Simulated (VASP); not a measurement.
# BiPt with and without spin-orbit coupling, part 2 of 4

Aim: run bands, DOS and a relaxation of BiPt twice, without and with spin-orbit coupling. All runs use PBEsol. The start is a cell from a database of measured crystal structures.

VASP 6.6.1, plane waves and PAW; the level of theory is named at each step.

Still holding for the runs below: The k-mesh is coarse for a metal.

So far. Step 2 (Reference run): The pressure is 2.58 GPa and the largest force 0.000 eV/Å, so the cell is not at a minimum at these settings. Step 3 (Bands along the symmetry lines (PBEsol)): There is no gap at this level.

The database entry behind the starting cell differs from later determinations by our own check (0.1 to 0.3 % short, probably kX units), so it need not match the best structure at ambient conditions.

### 4. Band structure (PBEsol + SOC)

This step: PBEsol, spin-orbit coupling; plane waves and PAW (Bi_d, Pt) (VASP 6.6.1).

Levels along the symmetry lines show where the bands peak and cross; KPOINTS_OPT computes them in the converged potential. Spin-orbit coupling needs spinors and the noncollinear program, where each band holds one electron.

The input, INCAR:

```
SYSTEM = BiPt
PREC = Accurate
ENCUT = 400
EDIFF = 1E-06
NELM = 100
ISMEAR = -1
SIGMA = 0.05
LREAL = .FALSE.
ALGO = Normal
GGA = PS
LNONCOLLINEAR = .TRUE.
MAGMOM = 0 0 0 0 0 0 0 0 0 0 0 0
NBANDS = 62
GGA_COMPAT = .FALSE.
LASPH = .TRUE.
LSORBIT = .TRUE.
LMAXMIX = 4
LORBIT = 11
LWAVE = .FALSE.
LCHARG = .FALSE.
KPAR = 4
```

The input, POSCAR:

```
BiPt
1.0
    4.3150000000      0.0000000000      0.0000000000
   -2.1575000000      3.7368996173      0.0000000000
    0.0000000000      0.0000000000      5.4900000000
Bi Pt
2 2
Direct
    0.3333333333      0.6666666667      0.2500000000
    0.6666666667      0.3333333333      0.7500000000
    0.0000000000      0.0000000000      0.0000000000
    0.0000000000      0.0000000000      0.5000000000
```

The input, KPOINTS:

```
Automatic mesh
0
Gamma
7 7 5
0 0 0
```

The input, KPOINTS_OPT:

```
Line mode
16
Line-mode
Reciprocal
  0.00000000   0.00000000   0.00000000 GAMMA
  0.50000000   0.00000000   0.00000000 M

  0.50000000   0.00000000   0.00000000 M
  0.33333333   0.33333333   0.00000000 K

  0.33333333   0.33333333   0.00000000 K
  0.00000000   0.00000000   0.00000000 GAMMA

  0.00000000   0.00000000   0.00000000 GAMMA
  0.00000000   0.00000000   0.50000000 A

  0.00000000   0.00000000   0.50000000 A
  0.50000000   0.00000000   0.50000000 L

  0.50000000   0.00000000   0.50000000 L
  0.33333333   0.33333333   0.50000000 H

  0.33333333   0.33333333   0.50000000 H
  0.00000000   0.00000000   0.50000000 A

  0.50000000   0.00000000   0.50000000 L
  0.50000000   0.00000000   0.00000000 M

  0.33333333   0.33333333   0.00000000 K
  0.33333333   0.33333333   0.50000000 H
```

The projector-augmented-wave data sets are Bi_d and Pt (PBE family, release 64).

Started as:

```bash
mpirun -np 4 vasp_ncl
```

The program printed:

```text
[... set-up lines as in an earlier step ...]
 entering main loop
       N       E                     dE             d eps       ncg     rms          rms(c)
DAV:   1     0.558003435876E+03    0.55800E+03   -0.20765E+04  2990   0.166E+03
DAV:   2     0.523359450264E+02   -0.50567E+03   -0.48813E+03  3040   0.497E+02
DAV:   3    -0.214921171578E+02   -0.73828E+02   -0.70033E+02  3286   0.195E+02
DAV:   4    -0.258657094649E+02   -0.43736E+01   -0.42584E+01  3562   0.474E+01
DAV:   5    -0.260504143313E+02   -0.18470E+00   -0.18437E+00  3950   0.980E+00    0.126E+01
DAV:   6    -0.256518224592E+02    0.39859E+00   -0.14353E+00  3422   0.783E+00    0.690E+00
DAV:   7    -0.255625911208E+02    0.89231E-01   -0.17091E-01  3530   0.385E+00    0.359E+00
DAV:   8    -0.255418849366E+02    0.20706E-01   -0.54950E-02  3626   0.152E+00    0.112E+00
DAV:   9    -0.255408064932E+02    0.10784E-02   -0.62952E-03  4146   0.630E-01    0.237E-01
DAV:  10    -0.255406347908E+02    0.17170E-03   -0.23184E-03  3960   0.501E-01    0.795E-02
DAV:  11    -0.255405922435E+02    0.42547E-04   -0.13955E-04  3922   0.145E-01    0.236E-02
DAV:  12    -0.255405946826E+02   -0.24391E-05   -0.20829E-05  3712   0.409E-02    0.137E-02
DAV:  13    -0.255405971477E+02   -0.24651E-05   -0.31581E-06  2852   0.165E-02    0.234E-03
DAV:  14    -0.255405972760E+02   -0.12825E-06   -0.44103E-07  1916   0.640E-03
   1 F= -.25540597E+02 E0= -.25528958E+02  d E =-.232783E-01  mag=     0.0000     0.0000    -0.0000
 Start KPOINTS_OPT (optional k-point list driver)
k-point batch [1-24\144]
       N       E                     dE             ncg
DAV:   1     0.110290645502E+05   -0.64409E+04     3004
DAV:   2    -0.108993986395E+04   -0.12119E+05     3080
DAV:   3    -0.284997059361E+04   -0.17600E+04     3314
DAV:   4    -0.295307030414E+04   -0.10310E+03     3568
DAV:   5    -0.295786212120E+04   -0.47918E+01     4000
DAV:   6    -0.295803205200E+04   -0.16993E+00     4340
DAV:   7    -0.295803582882E+04   -0.37768E-02     4264
DAV:   8    -0.295803589945E+04   -0.70630E-04     4476
DAV:   9    -0.295803590092E+04   -0.14711E-05     2416
DAV:  10    -0.295803590113E+04   -0.20269E-06     2172
[...]
k-point batch [121-144\144]
       N       E                     dE             ncg
DAV:   1     0.109018816676E+05   -0.20656E+05     3008
DAV:   2    -0.128910058467E+04   -0.12191E+05     3136
DAV:   3    -0.296524471075E+04   -0.16761E+04     3240
DAV:   4    -0.305651637470E+04   -0.91272E+02     3522
DAV:   5    -0.306057681616E+04   -0.40604E+01     3926
DAV:   6    -0.306071408963E+04   -0.13727E+00     4380
DAV:   7    -0.306071599896E+04   -0.19093E-02     4210
DAV:   8    -0.306071605173E+04   -0.52764E-04     4500
DAV:   9    -0.306071605254E+04   -0.81831E-06     2124
```

Wall time 98 s (4 MPI ranks of Intel Xeon 6975P-C (Granite Rapids), shared host); peak memory 1.7 GiB.

From OUTCAR (step 4):

```text
 Found     24 irreducible k-points:

   k-points           NKPTS =     24   k-points in BZ     NKDIM =     24   number of bands    NBANDS=     62

   NELECT =      50.0000    total number of electrons

 E-fermi :   9.2975

 k-point     1 :       0.0000    0.0000    0.0000
  band No.  band energies     occupation
    ...
     42       7.3438      1.00000
     43       7.8900      1.00000
     44       7.8900      1.00000
     45       8.3174      1.00000
     46       8.3174      1.00000
     47      10.4069      0.00000
     48      10.4069      0.00000
     49      10.4085      0.00000
     50      10.4085      0.00000
     51      11.2985      0.00000
    ...

 k-point     2 :       0.1429   -0.0000    0.0000
  band No.  band energies     occupation
    ...
     44       7.6202      1.00000
     45       7.9472      1.00000
     46       7.9472      1.00000
     47       9.1281      0.96731
     48       9.1281      0.96731
     49      10.2215      0.00000
     50      10.2215      0.00000
     51      10.7966      0.00000
     52      10.7966      0.00000
     53      11.9271      0.00000
    ...

  Total        1.6563022      1.6563022      1.1380418      0.0000000      0.0000000      0.0000000
  in kB       29.9768219     29.9768219     20.5970117      0.0000000      0.0000000      0.0000000
  external PRESSURE =      26.8502185 kB  Pullay stress =       0.0000000 kB

 POSITION                                       TOTAL-FORCE (eV/Angst)
 -----------------------------------------------------------------------------------
     -0.00000      2.49127      1.37250        -0.000000     -0.000000      0.000000
      2.15750      1.24563      4.11750         0.000000      0.000000      0.000000
      0.00000      0.00000      0.00000         0.000000      0.000000      0.000000
      0.00000      0.00000      2.74500        -0.000000      0.000000      0.000000
 -----------------------------------------------------------------------------------
    total drift:                               -0.000000      0.000000     -0.000000

  FREE ENERGIE OF THE ION-ELECTRON SYSTEM (eV)
  ---------------------------------------------------
  free  energy   TOTEN  =       -25.5405972760 eV

  energy  without entropy=      -25.5173189847  energy(sigma->0) =      -25.52895813

 Spin-Orbit-Coupling matrix elements
 Ion:    1  E_soc:     -1.4028634
 Ion:    2  E_soc:     -1.4028634
 Ion:    3  E_soc:     -0.6359782
 Ion:    4  E_soc:     -0.6359782

 total charge
# of ion       s       p       d       tot
------------------------------------------
    1        1.489   1.349   9.979  12.817
    2        1.489   1.349   9.979  12.817
    3        0.675   0.502   8.184   9.361
    4        0.675   0.502   8.184   9.361
--------------------------------------------------
tot          4.328   3.702  36.326  44.356

 magnetization (x)
# of ion       s       p       d       tot
------------------------------------------
    1        0.000  -0.000  -0.000  -0.000
    2        0.000   0.000  -0.000   0.000
    3        0.000   0.000   0.000   0.000
    4        0.000   0.000   0.000   0.000
--------------------------------------------------
tot          0.000   0.000  -0.000   0.000

 magnetization (y)
# of ion       s       p       d       tot
------------------------------------------
    1       -0.000   0.000  -0.000  -0.000
    2        0.000   0.000  -0.000  -0.000
    3        0.000  -0.000   0.000  -0.000
    4        0.000   0.000   0.000   0.000
--------------------------------------------------
tot          0.000  -0.000  -0.000  -0.000

 magnetization (z)
# of ion       s       p       d       tot
------------------------------------------
    1        0.000   0.000   0.000   0.000
    2        0.000   0.000   0.000   0.000
    3        0.000   0.000  -0.000   0.000
    4       -0.000   0.000   0.000  -0.000
--------------------------------------------------
tot         -0.000   0.000  -0.000  -0.000

[... 8 parts as in an earlier step ...]

[... 5 further parts left out ...]
```

At this level the cell is under a pressure of 2.7 GPa, so at these settings it is away from equilibrium.

Numbers from this step:

* SCF cycles: 14
* bands: 62
* free energy (TOTEN): -25.54 eV
* energy at zero smearing: -25.53 eV
* Fermi energy: 9.297 eV
* pressure: 2.685 GPa

On-site spin-orbit energy by atom:

| atom | on-site spin-orbit energy (eV) |
| --- | --- |
| Bi1 | -1.40 |
| Bi2 | -1.40 |
| Pt3 | -0.64 |
| Pt4 | -0.64 |

Electronic bands along the path, in eV, zero at the Fermi level; # counts the bands kept, so #1 is VASP's band 25:

| point | #23 | #24 | #25 | #26 | #27 | #28 | #29 | #30 |
| --- | --- | --- | --- | --- | --- | --- | --- | --- |
| Γ | 1.11 | 1.11 | 1.11 | 1.11 | 2.00 | 2.00 | 2.23 | 2.23 |
| 0.47 of the way | -0.84 | -0.84 | 0.48 | 0.48 | 0.74 | 0.74 | 2.55 | 2.55 |
| M | -1.88 | -1.88 | -1.52 | -1.52 | -1.08 | -1.08 | 2.21 | 2.21 |
| 0.53 of the way | -1.47 | -1.47 | -1.33 | -1.33 | -0.30 | -0.30 | 1.37 | 1.37 |
| K | -1.40 | -1.40 | -0.33 | -0.33 | -0.14 | -0.14 | 0.43 | 0.43 |
| 0.47 of the way | -1.20 | -1.20 | 0.07 | 0.07 | 1.33 | 1.33 | 1.59 | 1.59 |
| Γ | 1.11 | 1.11 | 1.11 | 1.11 | 2.00 | 2.00 | 2.23 | 2.23 |
| 0.47 of the way | -0.35 | -0.35 | 0.93 | 0.93 | 1.84 | 1.84 | 2.86 | 2.86 |
| A | -1.62 | -1.62 | 1.88 | 1.88 | 1.88 | 1.88 | 3.07 | 3.07 |
| 0.53 of the way | -1.28 | -1.28 | 0.53 | 0.53 | 0.53 | 0.53 | 1.58 | 1.58 |
| L | -2.39 | -2.39 | 0.58 | 0.58 | 0.58 | 0.58 | 1.36 | 1.36 |
| 0.53 of the way | -2.11 | -2.11 | -0.83 | -0.83 | -0.79 | -0.79 | 3.22 | 3.22 |
| H | -1.78 | -1.78 | -1.51 | -1.51 | -1.29 | -1.29 | 4.22 | 4.22 |
| 0.47 of the way | -1.25 | -1.25 | -0.62 | -0.62 | -0.21 | -0.21 | 2.12 | 2.12 |
| A | -1.62 | -1.62 | 1.88 | 1.88 | 1.88 | 1.88 | 3.07 | 3.07 |
| jump to L | -2.39 | -2.39 | 0.58 | 0.58 | 0.58 | 0.58 | 1.36 | 1.36 |
| 0.47 of the way | -1.92 | -1.92 | -0.71 | -0.71 | -0.06 | -0.06 | 2.16 | 2.16 |
| M | -1.88 | -1.88 | -1.52 | -1.52 | -1.08 | -1.08 | 2.21 | 2.21 |
| jump to K | -1.40 | -1.40 | -0.33 | -0.33 | -0.14 | -0.14 | 0.43 | 0.43 |
| 0.47 of the way | -1.62 | -1.62 | -1.17 | -1.17 | -0.88 | -0.88 | 2.10 | 2.10 |
| H | -1.78 | -1.78 | -1.51 | -1.51 | -1.29 | -1.29 | 4.22 | 4.22 |

Of the projections kept (Bi, Pt), the largest for each band there; the rest of the weight can lie on other orbitals:

| point | #23 | #24 | #25 | #26 | #27 | #28 | #29 | #30 |
| --- | --- | --- | --- | --- | --- | --- | --- | --- |
| Γ | Bi 0.69 | Bi 0.69 | Pt 0.92 | Pt 0.92 | Pt 0.65 | Pt 0.65 | Pt 0.61 | Pt 0.61 |
| M | Pt 1.00 | Pt 1.00 | Pt 0.94 | Pt 0.94 | Pt 0.87 | Pt 0.87 | Pt 0.79 | Pt 0.79 |
| K | Pt 0.97 | Pt 0.97 | Pt 0.61 | Pt 0.61 | Pt 0.70 | Pt 0.70 | Pt 0.57 | Pt 0.57 |
| Γ | Bi 0.69 | Bi 0.69 | Pt 0.92 | Pt 0.92 | Pt 0.65 | Pt 0.65 | Pt 0.61 | Pt 0.61 |
| A | Bi 0.50 | Bi 0.50 | Pt 0.57 | Pt 0.57 | Pt 0.57 | Pt 0.57 | Bi 0.56 | Bi 0.56 |
| L | Pt 0.94 | Pt 0.94 | Pt 0.63 | Pt 0.63 | Pt 0.63 | Pt 0.63 | Pt 0.60 | Pt 0.60 |

There is no gap at this level. Without the coupling there was no gap either. The run took 4.3 times the core time, with 62 spinor bands against 39.

### 5. Total and projected DOS (PBEsol)

This step: PBEsol; plane waves and PAW (Bi_d, Pt) (VASP 6.6.1).

Here the states are counted by energy and projected on the atoms.

The input, INCAR:

```
SYSTEM = BiPt
PREC = Accurate
ENCUT = 400
EDIFF = 1E-06
NELM = 100
ISMEAR = -5
SIGMA = 0.05
LREAL = .FALSE.
ALGO = Normal
GGA = PS
NBANDS = 39
LASPH = .TRUE.
LORBIT = 11
LWAVE = .FALSE.
LCHARG = .FALSE.
KPAR = 4
NEDOS = 2001
```

POSCAR is that of step 4.

KPOINTS is that of step 4.

Started as:

```bash
mpirun -np 4 vasp_std
```

The program printed:

```text
[... set-up lines as in an earlier step ...]
 entering main loop
       N       E                     dE             d eps       ncg     rms          rms(c)
DAV:   1     0.497629098410E+03    0.49763E+03   -0.20680E+04  1893   0.130E+03
DAV:   2     0.285018167036E+02   -0.46913E+03   -0.44213E+03  1893   0.403E+02
DAV:   3    -0.221796478937E+02   -0.50681E+02   -0.49068E+02  2105   0.135E+02
DAV:   4    -0.239797324485E+02   -0.18001E+01   -0.17947E+01  2199   0.265E+01
DAV:   5    -0.240608527644E+02   -0.81120E-01   -0.81001E-01  2649   0.545E+00    0.109E+01
DAV:   6    -0.236795102802E+02    0.38134E+00   -0.80314E-01  2145   0.566E+00    0.560E+00
DAV:   7    -0.235876475054E+02    0.91863E-01   -0.10184E-01  2498   0.311E+00    0.255E+00
DAV:   8    -0.235687554384E+02    0.18892E-01   -0.61296E-02  2337   0.139E+00    0.370E-01
DAV:   9    -0.235679727118E+02    0.78273E-03   -0.63828E-03  2489   0.765E-01    0.960E-02
DAV:  10    -0.235678265571E+02    0.14615E-03   -0.40797E-04  2559   0.216E-01    0.337E-02
DAV:  11    -0.235678244271E+02    0.21300E-05   -0.40941E-05  2344   0.367E-02    0.598E-03
DAV:  12    -0.235678276523E+02   -0.32252E-05   -0.33457E-06  1940   0.138E-02    0.322E-03
DAV:  13    -0.235678278197E+02   -0.16740E-06   -0.44905E-07  1561   0.382E-03
   1 F= -.23567828E+02 E0= -.23567828E+02  d E =0.000000E+00
 -----------------------------------------------------------------------------
|                                                                             |
|           W    W    AA    RRRRR   N    N  II  N    N   GGGG   !!!           |
|           W    W   A  A   R    R  NN   N  II  NN   N  G    G  !!!           |
|           W    W  A    A  R    R  N N  N  II  N N  N  G       !!!           |
|           W WW W  AAAAAA  RRRRR   N  N N  II  N  N N  G  GGG   !            |
|           WW  WW  A    A  R   R   N   NN  II  N   NN  G    G                |
|           W    W  A    A  R    R  N    N  II  N    N   GGGG   !!!           |
|                                                                             |
|     Tetrahedron method does not include variations of the Fermi             |
|     occupations, so forces and stress will be inaccurate. We suggest        |
|     using a different smearing scheme ISMEAR = 1 or 2 for metals in         |
|     relaxations.                                                            |
|                                                                             |
 -----------------------------------------------------------------------------
```

Wall time 6.8 s (4 MPI ranks); peak memory 0.76 GiB; 25 s of CPU time.

OUTCAR, selected parts (step 5):

```text
   NELECT =      50.0000    total number of electrons

 E-fermi :   9.3174

 k-point     1 :       0.0000    0.0000    0.0000
  band No.  band energies     occupation
    ...
     19       6.3679      2.00000
     20       6.3679      2.00000
     21       7.6494      2.00000
     22       7.6494      2.00000
     23       9.6138      1.71224
     24       9.6138     -0.09813
     25      10.4309      0.00000
     26      11.2777      0.00000
     27      11.5854      0.00000
     28      12.2296      0.00000
    ...

  Total        1.4634906      1.4634906      1.1860375      0.0000000      0.0000000     -0.0000000
  in kB       26.4871939     26.4871939     21.4656696      0.0000000      0.0000000     -0.0000000
  external PRESSURE =      24.8133525 kB  Pullay stress =       0.0000000 kB

 POSITION                                       TOTAL-FORCE (eV/Angst)
 -----------------------------------------------------------------------------------
     -0.00000      2.49127      1.37250         0.000000     -0.000000      0.000000
      2.15750      1.24563      4.11750        -0.000000      0.000000      0.000000
      0.00000      0.00000      0.00000        -0.000000      0.000000      0.000000
      0.00000      0.00000      2.74500        -0.000000      0.000000      0.000000
 -----------------------------------------------------------------------------------
    total drift:                               -0.000000      0.000000     -0.000000

  FREE ENERGIE OF THE ION-ELECTRON SYSTEM (eV)
  ---------------------------------------------------
  free  energy   TOTEN  =       -23.5678278197 eV

  energy  without entropy=      -23.5678278197  energy(sigma->0) =      -23.56782782

[... 9 parts as in an earlier step ...]

[... 8 further parts left out ...]
```

At this level the cell is under a pressure of 2.5 GPa, so at these settings it is away from equilibrium. With tetrahedra the forces and stress of a metal are not exact derivatives of the energy.

Numbers from this step:

| Property | Result |
| --- | --- |
| SCF cycles | 13 |
| bands | 39 |
| free energy (TOTEN) | -23.57 eV |
| Fermi energy | 9.317 eV |
| pressure | 2.481 GPa |
| DOS at the Fermi level | 2.253 states/eV/cell |

The density of states has structure finer than the step of the table below, so its rows give means over 0.5 eV, whole bins alone (the curve runs from -12.0 to 5.18 eV). Peaks (eV: height): total -4.09: 7.72, -3.52: 8.11, -2.95: 13.8, -2.79: 8.52; Pt d -4.09: 5.07, -3.52: 5.42, -2.95: 10.4, -2.79: 6.97; Bi p -5.31: 1.00, -4.66: 0.912, -4.09: 0.948, 4.61: 1.08; Pt p -3.52: 0.330, -2.95: 0.393, -2.71: 0.252, 1.52: 0.260; Pt s -6.04: 0.396, -5.47: 0.399, -2.95: 0.346, 4.61: 0.769.

States under -12.0 eV and over 5.2 eV are left out. Table of density of states by energy, zero at the Fermi level; means over each step; values in states/eV/cell:

| energy (eV) | total | Pt d | Bi p | Pt p | Pt s | Bi s |
| --- | --- | --- | --- | --- | --- | --- |
| -11.5 | 3.28 | 0.163 | 0.0122 | 0.0959 | 0.0819 | 2.21 |
| -11.0 | 1.96 | 0.146 | 0.00692 | 0.0451 | 0.0283 | 1.35 |
| -10.5 | 0.265 | 0.0122 | 0.00104 | 0.00880 | 0.00293 | 0.191 |
| -10.0 | 3.0e-4 | 0 | 0 | 1.2e-5 | 0 | 2.2e-4 |
| -9.5 | 0 | 0 | 0 | 0 | 0 | 0 |
| -9.0 | 0 | 0 | 0 | 0 | 0 | 0 |
| -8.5 | 0 | 0 | 0 | 0 | 0 | 0 |
| -8.0 | 0 | 0 | 0 | 0 | 0 | 0 |
| -7.5 | 0 | 0 | 0 | 0 | 0 | 0 |
| -7.0 | 0.545 | 0.119 | 0.0818 | 0.00760 | 0.180 | 0.0138 |
| -6.5 | 1.18 | 0.251 | 0.200 | 0.0369 | 0.325 | 0.0294 |
| -6.0 | 1.73 | 0.441 | 0.328 | 0.0542 | 0.341 | 0.0375 |
| -5.5 | 3.87 | 1.67 | 0.685 | 0.112 | 0.319 | 0.0398 |
| -5.0 | 3.93 | 2.26 | 0.577 | 0.0957 | 0.125 | 0.0144 |
| -4.5 | 4.78 | 2.93 | 0.565 | 0.141 | 0.183 | 0.0225 |
| -4.0 | 4.78 | 3.13 | 0.562 | 0.125 | 0.0576 | 0.0287 |
| -3.5 | 5.90 | 4.06 | 0.488 | 0.195 | 0.111 | 0.0385 |
| -3.0 | 8.02 | 6.16 | 0.345 | 0.206 | 0.160 | 0.0420 |
| -2.5 | 4.31 | 3.26 | 0.199 | 0.141 | 0.1000 | 0.0310 |
| -2.0 | 4.70 | 3.67 | 0.205 | 0.128 | 0.103 | 0.0793 |
| -1.5 | 3.01 | 2.03 | 0.226 | 0.114 | 0.137 | 0.101 |
| -1.0 | 2.50 | 1.25 | 0.353 | 0.160 | 0.127 | 0.113 |
| -0.5 | 1.82 | 0.804 | 0.314 | 0.146 | 0.0612 | 0.0865 |
| 0.0 | 2.14 | 0.854 | 0.413 | 0.177 | 0.0602 | 0.126 |
| 0.5 | 1.71 | 0.618 | 0.386 | 0.168 | 0.0403 | 0.0800 |
| 1.0 | 1.10 | 0.325 | 0.279 | 0.119 | 0.0269 | 0.0414 |
| 1.5 | 2.08 | 0.510 | 0.553 | 0.208 | 0.0918 | 0.0968 |
| 2.0 | 1.51 | 0.368 | 0.398 | 0.127 | 0.0793 | 0.0692 |
| 2.5 | 1.66 | 0.366 | 0.484 | 0.136 | 0.0739 | 0.0663 |
| 3.0 | 1.58 | 0.315 | 0.489 | 0.125 | 0.0667 | 0.0546 |
| 3.5 | 1.43 | 0.266 | 0.411 | 0.0990 | 0.114 | 0.0441 |
| 4.0 | 2.03 | 0.367 | 0.503 | 0.0807 | 0.323 | 0.0284 |
| 4.5 | 3.23 | 0.466 | 0.739 | 0.120 | 0.530 | 0.0401 |

Of the states within 0.3 eV of the Fermi level, the largest shares in the PAW spheres are Pt d 40 %, Bi p 19 % and Pt p 8 %. The rest lies in smaller channels or between the spheres.

(Part 2 of 4 ends here.)

[Lines on the potential files, build, host, timing and source positions are cut from VASP's logs without a mark.]

[Logs are printed without paths, hosts, clocks, repeated set-up lines and the standing remarks that a program may print on its own settings, such as how far it seeks lower states.]

[Hosts, paths, dates, database ids (printed as entryN), source tags and the programs' standing remarks are cut or masked in the printed files.]

[A measured line is paired with the nearest computed mode of its activity, which favours agreement.]

[In band tables of VASP the shares of atoms and orbitals are scaled to a sum of 1 inside the atoms' spheres.]
